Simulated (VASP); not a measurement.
# SnTeS in VASP: a series of runs

Runs on SnTeS. Level: PBE. Tasks: single point.

Everything below comes from runs of VASP 6.6.1. Logs are shortened: lines on timing, memory, paths and dates and some standing lists are left out, and cuts for length are marked.

## 1. The structure

The cell holds a sheet with vacuum, 3 atoms: a = 3.896 Å, b = 3.896 Å, c = 30.348 Å, α = 90.00°, β = 90.00°, γ = 120.00°.

The cell was built by a generator and needn't be a form met in nature.

## 2. Single point, PBE

INCAR

```
SYSTEM = SnTeS
PREC = Accurate
ENCUT = 520
EDIFF = 1E-6
ISMEAR = 0
SIGMA = 0.1
LREAL = .False.
LASPH = .True.
NELM = 100
ALGO = Fast
ISIF = 2
LWAVE = .False.
LCHARG = .False.
LDIPOL = .True.
IDIPOL = 3
DIPOL = 0.5 0.5 0.294
GGA = PE
NBANDS = 20
```

KPOINTS

```
Automatic mesh
0
Gamma
  12 12 1
  0 0 0
```

POSCAR

```
SnTeS
1.0
    3.8959568825     -0.0000000033      0.0000000000
   -1.9479784384      3.3739976340      0.0000000000
    0.0000000000      0.0000000000     30.3476346400
Sn Te S
1 1 1
Direct
    0.0000000000      0.0000000000      0.2892114113
    0.3333333333      0.6666666667      0.3515732443
    0.6666666667      0.3333333333      0.2423813743
```

Potentials or basis: VASP PAW PBE potentials, release 64 (Sn_d, Te, S).

Command:

```
$ cat potpaw_PBE.64/Sn_d/POTCAR potpaw_PBE.64/Te/POTCAR potpaw_PBE.64/S/POTCAR > POTCAR
$ mpirun -np 1 vasp_std > vasp.out
```

OUTCAR:

```text
SYSTEM = SnTeS
   PREC = Accurate
   ENCUT = 520
   EDIFF = 1E-6
   ISMEAR = 0
   LREAL = .False.
   LASPH = .True.
   NELM = 100
   ISIF = 2
   GGA = PE

 ion  position               nearest neighbor table
   1  0.000  0.000  0.289-   3 2.66   3 2.66   3 2.66   2 2.94   2 2.94   2 2.94
   2  0.333  0.667  0.352-   1 2.94   1 2.94   1 2.94
   3  0.667  0.333  0.242-   1 2.66   1 2.66   1 2.66

  LATTYP: Found a hexagonal cell.
 ALAT       =     3.8959568825
 C/A-ratio  =     7.7895201501

  Lattice vectors:

 A1 = (   3.8959568825,  -0.0000000033,   0.0000000000)
 A2 = (  -1.9479784384,   3.3739976340,   0.0000000000)
 A3 = (   0.0000000000,   0.0000000000,  30.3476346400)

Analysis of symmetry for initial positions (statically):
=====================================================================
 Subroutine PRICEL returns:
 Original cell was already a primitive cell.

 Routine SETGRP: Setting up the symmetry group for a
 hexagonal supercell.

 Subroutine GETGRP returns: Found  6 space group operations
 (whereof  6 operations were pure point group operations)
 out of a pool of 24 trial point group operations.

The static configuration has the point symmetry C_3v.

Analysis of symmetry for dynamics (positions and initial velocities):
=====================================================================
 Subroutine PRICEL returns:
 Original cell was already a primitive cell.

 Routine SETGRP: Setting up the symmetry group for a
 hexagonal supercell.

 Subroutine GETGRP returns: Found  6 space group operations
 (whereof  6 operations were pure point group operations)
 out of a pool of 24 trial point group operations.

The dynamic configuration has the point symmetry C_3v.

 Subroutine INISYM returns: Found  6 space group operations
 (whereof  6 operations are pure point group operations),
 and found     1 'primitive' translations

----------------------------------------------------------------------------------------

                                     Primitive cell

  volume of cell :     398.9181

  direct lattice vectors                    reciprocal lattice vectors
     3.895956883 -0.000000003  0.000000000     0.256676352  0.148192161  0.000000000
    -1.947978438  3.373997634  0.000000000     0.000000000  0.296384322  0.000000000
     0.000000000  0.000000000 30.347634640     0.000000000  0.000000000  0.032951497

[... 83 lines left out ...]
   IBRION =     -1    ionic relax: 0-MD 1-quasi-New 2-CG
   NFREE  =      0    steps in history (QN), initial steepest desc. (CG)
   ISIF   =      2    stress and relaxation
   ISYM   =      2    0-nonsym 1-usesym 2-fastsym
   POTIM  = 0.5000    time-step for ionic-motion
   TEBEG  =    0.0;   TEEND  =   0.0 temperature during run
   PSTRESS=    0.0 pullay stress
   NELECT =      26.0000    total number of electrons
   NUPDOWN=      -1.0000    fix difference up-down
   EMIN   =  10.00;   EMAX   =-10.00  energy-range for DOS
   EFERMI =   0.00;   METHOD = LEGACY
   ISMEAR =     0;   SIGMA  =   0.10  broadening in eV -4-tet -1-fermi 0-gaus
   EFERMI_NEDOS =   21; number of points for ismear=-14 and -15
   IALGO  =     68    algorithm
   IMIX   =      4    mixing-type and parameters
     AMIX     =   0.40;   BMIX     =  1.00
     AMIX_MAG =   1.60;   BMIX_MAG =  1.00
  volume/ion in A,a.u.               =     132.97       897.34
  Fermi-wavevector in a.u.,A,eV,Ry     =   0.658827  1.245002  5.905649  0.434053
  Thomas-Fermi vector in A             =   1.730771
   LORBIT       =      0    0 simple, 1 ext, 2 COOP (PROOUT), +10 PAW based schemes
   GGA     = PE    functional components
   LHFCALC =     F    Hartree Fock is set to
   AEXX    =    0.0000 exact exchange contribution
   IVDW    =     0    specifies the selected vdW correction
   LEPSILON=     F    determine dielectric tensor
   LRPA    =     F    only Hartree local field effects (RPA)
 non-spin polarized calculation
 RMM-DIIS sequential band-by-band and
 Gauss-broadening in eV      SIGMA  =   0.10
  energy-cutoff  :      520.00
  volume of cell :      398.92
 maximum number of plane-waves:     10799
 NGX is ok and might be reduce to    30
   NGX = 15   NGY = 15   NGZ =113

 number of electron      26.0000005 magnetization

 dipolmoment           0.000000      0.000000     -0.049524 electrons x Angstroem

 Free energy of the ion-electron system (eV)
  ---------------------------------------------------
  ext. energy  EPLUGINS =         0.00000000
  ---------------------------------------------------
  free energy    TOTEN  =       -11.53658852 eV

  energy without entropy =      -11.53159223  energy(sigma->0) =      -11.53409037

 E-fermi :  -2.9313     XC(G=0):  -2.3352

 val. band max:       -2.9962289101   @ k =   0.1667   0.0000   0.0000
 cond. band min:      -2.8236028094   @ k =   0.4167   0.0833   0.0000
 fundamental gap:      0.1726261008
 Fermi energy:        -2.9312686311

 k-point     1 :       0.0000    0.0000    0.0000
  band No.  band energies     occupation
      1     -24.7493      2.00000
      2     -24.7493      2.00000
      3     -24.7221      2.00000
      4     -24.7110      2.00000
      5     -24.7110      2.00000
      6     -16.5384      2.00000
[... 426 lines left out ...]
     19       4.4240      0.00000
     20       5.0057      0.00000

------------------------ aborting loop because EDIFF is reached ----------------------------------------

 vacuum level on the upper side and lower side of the slab       (xc-potential included)        -0.341         0.329

  FORCE on cell =-STRESS in cart. coord.  units (eV):
  Direction    XX          YY          ZZ          XY          YZ          ZX
  --------------------------------------------------------------------------------------
  -------------------------------------------------------------------------------------
  Total       -0.0225595     -0.0225595      0.0004118      0.0000000     -0.0000000     -0.0000000
  in kB       -0.0906060     -0.0906060      0.0016538      0.0000000     -0.0000000     -0.0000000
  external PRESSURE =      -0.0598528 kB  Pullay stress =       0.0000000 kB

 VOLUME and BASIS-vectors are now :
 -----------------------------------------------------------------------------
  energy-cutoff  :      520.00
  volume of cell :      398.92
      direct lattice vectors                 reciprocal lattice vectors
     3.895956883 -0.000000003  0.000000000     0.256676352  0.148192161  0.000000000
    -1.947978438  3.373997634  0.000000000     0.000000000  0.296384322  0.000000000
     0.000000000  0.000000000 30.347634640     0.000000000  0.000000000  0.032951497

 POSITION                                       TOTAL-FORCE (eV/Angst)
 -----------------------------------------------------------------------------------
      0.00000      0.00000      8.77688         0.000000      0.000000     -0.006155
      0.00000      2.24933     10.66942        -0.000000      0.000000      0.008399
      1.94798      1.12467      7.35570         0.000000     -0.000000     -0.002244
 -----------------------------------------------------------------------------------
    total drift:                               -0.000000      0.000000      0.000324

  FREE ENERGIE OF THE ION-ELECTRON SYSTEM (eV)
  ---------------------------------------------------
  free  energy   TOTEN  =       -11.5365885155 eV

  energy  without entropy=      -11.5315922278  energy(sigma->0) =      -11.53409037

 vacuum level on the upper side and lower side of the slab         1.934         2.616
```

stdout:

```text
POSCAR found type information on POSCAR SnTeS
 POSCAR found :  3 types and       3 ions
 scaLAPACK will be used
 LDA part: xc-table for (Slater+PW92), standard interpolation
 POSCAR, INCAR and KPOINTS ok, starting setup
 FFT: planning ... GRIDC
 FFT: planning ... GRID_SOFT
 FFT: planning ... GRID
 WAVECAR not read
 entering main loop
```

Run time: 8.8 min. Hardware: 1 thread of Intel Xeon Platinum 8375C at 2.90GHz (Ice Lake), shared host; peak memory 0.58 GiB.

Results:

| Quantity | Value |
| --- | --- |
| Free energy | -11.5366 eV |
| Largest force | 0.008 eV/Å |
| Band gap on the k mesh | none (metal or under the smearing width) |

Forces on the atoms (eV/Å):
```
Sn   0.000  0.000 -0.006
Te   0.000  0.000  0.008
S    0.000  0.000 -0.002
```

Levels at points of the mesh, in eV from the Fermi level:
| k point | band 11 | band 12 | band 13 | band 14 | band 15 | band 16 |
| --- | --- | --- | --- | --- | --- | --- |
| (0.00, 0.00, 0.00) | -1.87 | 0.22 | 0.22 | 0.45 | 2.92 | 3.64 |
| (0.50, 0.00, 0.00) | -2.96 | -1.47 | -0.70 | -0.24 | 3.23 | 4.12 |

## 3. Single point, PBE

This run uses another cell than the first one, of 132.59 Å³/atom, 0.997 times its volume.

INCAR

```
SYSTEM = SnTeS
PREC = Accurate
ENCUT = 520
EDIFF = 1E-7
ISMEAR = 0
SIGMA = 0.1
LREAL = .False.
LASPH = .True.
NELM = 100
ALGO = Fast
ISIF = 2
LWAVE = .False.
LCHARG = .True.
LDIPOL = .True.
IDIPOL = 3
DIPOL = 0.5 0.5 0.294
GGA = PE
LELF = .True.
LVHAR = .True.
LVACPOTAV = .True.
NBANDS = 20
```

KPOINTS is that of step 2.

POSCAR

```
SnTeS
1.0
    3.8903945468     -0.0000000033      0.0000000000
   -1.9451972705      3.3691805100      0.0000000000
    0.0000000000      0.0000000000     30.3476346400
Sn Te S
1 1 1
Direct
    0.0000000000      0.0000000000      0.2890803328
    0.3333333333      0.6666666667      0.3517787362
    0.6666666667      0.3333333333      0.2423069609
```

Potentials or basis: VASP PAW PBE potentials, release 64 (Sn_d, Te, S).

Command:

```
$ cat potpaw_PBE.64/Sn_d/POTCAR potpaw_PBE.64/Te/POTCAR potpaw_PBE.64/S/POTCAR > POTCAR
$ mpirun -np 1 vasp_std > vasp.out
```

OUTCAR:

```text
SYSTEM = SnTeS
   PREC = Accurate
   ENCUT = 520
   EDIFF = 1E-7
   ISMEAR = 0
   LREAL = .False.
   LASPH = .True.
   NELM = 100
   ISIF = 2
   GGA = PE

 ion  position               nearest neighbor table
   1  0.000  0.000  0.289-   3 2.66   3 2.66   3 2.66   2 2.94   2 2.94   2 2.94
   2  0.333  0.667  0.352-   1 2.94   1 2.94   1 2.94
   3  0.667  0.333  0.242-   1 2.66   1 2.66   1 2.66

  LATTYP: Found a hexagonal cell.
 ALAT       =     3.8903945468
 C/A-ratio  =     7.8006573048

  Lattice vectors:

 A1 = (   3.8903945468,  -0.0000000033,   0.0000000000)
 A2 = (  -1.9451972705,   3.3691805100,   0.0000000000)
 A3 = (   0.0000000000,   0.0000000000,  30.3476346400)

Analysis of symmetry for initial positions (statically):
=====================================================================
 Subroutine PRICEL returns:
 Original cell was already a primitive cell.

 Routine SETGRP: Setting up the symmetry group for a
 hexagonal supercell.

 Subroutine GETGRP returns: Found  6 space group operations
[... 162 lines left out ...]
  free energy    TOTEN  =       -11.53643394 eV

  energy without entropy =      -11.53079803  energy(sigma->0) =      -11.53361598

 E-fermi :  -2.9053     XC(G=0):  -2.3205

 val. band max:       -2.9569643986   @ k =   0.1667   0.0000   0.0000
 cond. band min:      -2.8134623944   @ k =   0.4167   0.0833   0.0000
 fundamental gap:      0.1435020042
 Fermi energy:        -2.9052541818

 k-point     1 :       0.0000    0.0000    0.0000
  band No.  band energies     occupation
      1     -24.7353      2.00000
      2     -24.7353      2.00000
      3     -24.7074      2.00000
      4     -24.6963      2.00000
      5     -24.6963      2.00000
      6     -16.5474      2.00000
[... 426 lines left out ...]
     19       4.4398      0.00000
     20       5.0214      0.00000

------------------------ aborting loop because EDIFF is reached ----------------------------------------

  FORCE on cell =-STRESS in cart. coord.  units (eV):
  Direction    XX          YY          ZZ          XY          YZ          ZX
  --------------------------------------------------------------------------------------
  -------------------------------------------------------------------------------------
  Total        0.0247639      0.0247639     -0.0356413      0.0000000      0.0000000     -0.0000000
  in kB        0.0997442      0.0997442     -0.1435560      0.0000000      0.0000000     -0.0000000
  external PRESSURE =       0.0186441 kB  Pullay stress =       0.0000000 kB

 VOLUME and BASIS-vectors are now :
 -----------------------------------------------------------------------------
  energy-cutoff  :      520.00
  volume of cell :      397.78
      direct lattice vectors                 reciprocal lattice vectors
     3.890394547 -0.000000003  0.000000000     0.257043338  0.148404040  0.000000000
    -1.945197271  3.369180510  0.000000000     0.000000000  0.296808081  0.000000000
     0.000000000  0.000000000 30.347634640     0.000000000  0.000000000  0.032951497

 POSITION                                       TOTAL-FORCE (eV/Angst)
 -----------------------------------------------------------------------------------
      0.00000      0.00000      8.77290        -0.000000     -0.000000      0.043719
      0.00000      2.24612     10.67565         0.000000     -0.000000     -0.023956
      1.94520      1.12306      7.35344         0.000000      0.000000     -0.019762
 -----------------------------------------------------------------------------------
    total drift:                                0.000000      0.000000      0.000515

  FREE ENERGIE OF THE ION-ELECTRON SYSTEM (eV)
  ---------------------------------------------------
  free  energy   TOTEN  =       -11.5364339386 eV

  energy  without entropy=      -11.5307980277  energy(sigma->0) =      -11.53361598

 vacuum level on the upper side and lower side of the slab         1.953         2.620
```

Wall time 11 min (1 thread of Intel Xeon Platinum 8375C at 2.90GHz (Ice Lake), shared host); peak memory 0.6 GiB.

Results:

```
Free energy                     : -11.5364 eV
Largest force                   : 0.044 eV/Å
Band gap on the k mesh          : none (metal or under the smearing width)
Work function of the upper face : 4.86 eV
Work function of the lower face : 5.53 eV
```

Forces in eV/Å, atoms in the order of the input:
```
Sn   0.000  0.000  0.044
Te   0.000  0.000 -0.024
S    0.000  0.000 -0.020
```

Levels at points of the mesh, in eV from the Fermi level:
```tsv
k point	band 10	band 11	band 12	band 13	band 14	band 15	band 16	band 17
(0.00, 0.00, 0.00)	-1.90	-1.90	0.24	0.24	0.44	2.93	3.64	3.64
(0.50, 0.00, 0.00)	-3.06	-2.99	-1.50	-0.69	-0.26	3.21	4.09	4.55
```

The run has no spin-orbit coupling, so splittings on Te are missing.
